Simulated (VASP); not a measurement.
Data:

```cif
data_Tm2
_chemical_formula_sum 'Tm2'
_space_group_name_H-M_alt 'P63/mmc'
_space_group_IT_number 194
_space_group_name_Hall '-P 6c 2c'
_cell_length_a 3.55891
_cell_length_b 3.55891
_cell_length_c 5.52231
_cell_angle_alpha 90.000
_cell_angle_beta 90.000
_cell_angle_gamma 120.000
loop_
_atom_site_label
_atom_site_type_symbol
_atom_site_symmetry_multiplicity
_atom_site_Wyckoff_symbol
_atom_site_fract_x
_atom_site_fract_y
_atom_site_fract_z
_atom_site_occupancy
Tm1 Tm 2 c 0.33333 0.66667 0.25000 1
```

These are PBE GGA, VASP's PBE PAW potentials (set 64) (plane waves; VASP) values and carry that method's errors. Numerical set-up: 480 eV cut-off, 12×12×6 Γ-centred mesh, first-order Methfessel-Paxton smearing of 0.10 eV, potentials Tm_3.

The 4f electrons are frozen in the core of the lanthanide potential, so 4f levels, which can set the real gap, and their magnetism are missing.

Each relaxation starts from this cell; other phases were not tried.

Task: The cell is relaxed at 15 GPa. What happens?

Result: The volume per atom goes from 30.29 to 24.08 Å³ (-20.5 %), and the cell becomes a = b = 3.2958 Å, c = 5.1196 Å, α = β = 90.00°, γ = 120.00°, space group P6_3/mmc.

Task: The cell is relaxed at 20 GPa. What happens?

Result: The volume per atom goes from 30.29 to 22.78 Å³ (-24.8 %), and the cell becomes a = 3.2232 Å, b = 3.2232 Å, c = 5.0643 Å, α = 90.00°, β = 90.00°, γ = 120.00°, space group P6_3/mmc.

Failed runs are left out, and for metals the shear rows, which the mesh's noise covers.

The compound is Tm in the hcp structure.
